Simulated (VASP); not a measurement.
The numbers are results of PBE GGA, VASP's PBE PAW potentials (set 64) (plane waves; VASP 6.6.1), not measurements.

The input files of a VASP run:

INCAR:
```
# general
SYSTEM  = Ru
PREC    = Accurate
ENCUT   = 400   # plane-wave cut-off (eV)
LREAL   = .FALSE.   # projection in real space or not
LASPH   = .TRUE.

# electronic loop
EDIFF   = 1E-3
NELM    = 100   # most electronic steps
ALGO    = Normal
LMAXMIX = 4   # l cut-off of mixed one-centre charges

# smearing
ISMEAR  = 1   # Methfessel-Paxton
SIGMA   = 0.1

# functional
GGA     = PE   # PBE

# ions
ISIF    = 2   # forces and stress, cell fixed

# output
LWAVE   = .FALSE.
LCHARG  = .FALSE.
```

File POSCAR:
```
Ru
1
    1.3178820000    -2.3175950000     0.0000000000
    1.3178820000     2.3175950000     0.0000000000
    0.0000000000     0.0000000000     4.2814260000
Ru
2
Direct
  0.3333330000   0.6666670000   0.2500000000
  0.6964450000   0.3631110000   0.7500000000
```

**KPOINTS**
```
Automatic
0
gamma
 14 14 8
0 0 0
```

POTCAR, in this order: Ru_pv (PBE.64 set). Program: vasp_std.

The run wrote:

File OSZICAR:
```
       N       E                     dE             d eps       ncg     rms          rms(c)
DAV:   1     0.245546490638E+03    0.24555E+03   -0.15799E+04 18128   0.144E+03
DAV:   2    -0.140189952757E+02   -0.25957E+03   -0.25432E+03 19138   0.449E+02
DAV:   3    -0.195808670718E+02   -0.55619E+01   -0.54114E+01 18864   0.707E+01
DAV:   4    -0.196422788303E+02   -0.61412E-01   -0.61178E-01 22650   0.647E+00
DAV:   5    -0.196431593075E+02   -0.88048E-03   -0.88044E-03 17062   0.679E-01    0.194E+01
DAV:   6    -0.184532012535E+02    0.11900E+01   -0.30169E+00 18192   0.185E+01    0.567E+00
DAV:   7    -0.183564132891E+02    0.96788E-01   -0.29680E-01 18488   0.530E+00    0.125E+00
DAV:   8    -0.183475048731E+02    0.89084E-02   -0.81527E-03 18264   0.108E+00    0.765E-02
DAV:   9    -0.183475931215E+02   -0.88248E-04   -0.31409E-04  9142   0.202E-01
   1 F= -.18347593E+02 E0= -.18347484E+02  d E =-.326588E-03
```

**OUTCAR**
```
------------------------ aborting loop because EDIFF is reached ----------------------------------------
  FORCE on cell =-STRESS in cart. coord.  units (eV):
  Direction    XX          YY          ZZ          XY          YZ          ZX
  --------------------------------------------------------------------------------------
  Total        3.9030905      2.6932880      1.5229975     -0.3146077      0.0000000      0.0000000
  in kB      239.1039214    164.9912334     93.2990617    -19.2729159      0.0000000      0.0000000
  external PRESSURE =     165.7980722 kB  Pullay stress =       0.0000000 kB
  volume of cell :       26.15
      direct lattice vectors                 reciprocal lattice vectors
     1.317882000 -2.317595000  0.000000000     0.379396638 -0.215740887  0.000000000
     1.317882000  2.317595000  0.000000000     0.379396638  0.215740887  0.000000000
     0.000000000  0.000000000  4.281426000     0.000000000  0.000000000  0.233567041
 POSITION                                       TOTAL-FORCE (eV/Angst)
 -----------------------------------------------------------------------------------
      1.31788      0.77253      1.07036         0.548113     -0.062308      0.000000
      1.39637     -0.77253      3.21107        -0.548113      0.062308      0.000000
 -----------------------------------------------------------------------------------
    total drift:                               -0.000013     -0.000000     -0.000000
  FREE ENERGIE OF THE ION-ELECTRON SYSTEM (eV)
  ---------------------------------------------------
  free  energy   TOTEN  =       -18.3475931215 eV

  energy  without entropy=      -18.3472665338  energy(sigma->0) =      -18.34748426
```
(Selected blocks of OUTCAR.)

The compound is Ru in the hcp structure. The cell was not relaxed at this level, atoms are displaced from their ideal sites. The run is one of a series of settings (EDIFF = 1E-3 against the base run), some of them coarse on purpose.
